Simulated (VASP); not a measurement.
An input for Quantum ESPRESSO's pw.x (written as the equivalent of a VASP run, and not itself run):

```
&CONTROL
  calculation = 'vc-relax'
  pseudo_dir = './pseudo'
  outdir = './out'
  tprnfor = .true.
  tstress = .true.
  nstep = 60
  forc_conv_thr = 0.00039
/
&SYSTEM
  ibrav = 0
  nat = 2
  ntyp = 2
  ecutwfc = 84
  occupations = 'smearing'
  smearing = 'gaussian'
  degauss = 0.003675
  input_dft = 'pbe'
  vdw_corr = 'grimme-d3'
  dftd3_version = 4
  dftd3_threebody = .false.
/
&ELECTRONS
  conv_thr = 7.3e-08
  electron_maxstep = 100
/
&IONS
/
&CELL
/
ATOMIC_SPECIES
  Ca 40.078 Ca.upf
  O 15.999 O.upf
CELL_PARAMETERS angstrom
     0.0000000    2.4050000    2.4050000
     2.4050000    0.0000000    2.4050000
     2.4050000    2.4050000    0.0000000
ATOMIC_POSITIONS crystal
  Ca   0.0000000  0.0000000  0.0000000
  O    0.5000000  0.5000000  0.5000000
K_POINTS automatic
  9 9 9 0 0 0
```

**Question.** Translate this input to VASP (INCAR, KPOINTS, POSCAR, choice of POTCAR).

**Answer.** Several could match; the one computed here: 
### INCAR
```
SYSTEM = CaO
PREC = Accurate; ENCUT = 520; LREAL = .FALSE.
LASPH = .TRUE.
EDIFF = 1E-6; NELM = 100; ALGO = Normal
ISMEAR = 0; SIGMA = 0.05
GGA = PE; IVDW = 12
IBRION = 2; NSW = 60; ISIF = 3
EDIFFG = -0.01
LWAVE = .FALSE.; LCHARG = .FALSE.
```

File POSCAR:
```
CaO
1
    0.0000000000     2.4050000000     2.4050000000
    2.4050000000     0.0000000000     2.4050000000
    2.4050000000     2.4050000000     0.0000000000
Ca O
1 1
Direct
  0.0000000000   0.0000000000   0.0000000000
  0.5000000000   0.5000000000   0.5000000000
```

### KPOINTS
```
Automatic mesh
0
Gamma
9 9 9
0 0 0
```

POTCAR, in this order: Ca_sv O (PBE.64 set). Program: vasp_std.

What does not carry over: the potentials are each code's own (VASP's PAW set, PseudoDojo norm-conserving files in pw.x), so ENCUT and ecutwfc are chosen apart and not converted; conv_thr bounds pw.x's estimated SCF error, while EDIFF bounds the energy change between steps; forc_conv_thr acts on force components and is met together with etot_conv_thr.

The compound is CaO in the rock salt structure. This run relaxes it. Symmetry was kept, so distortions that lower it aren't found.
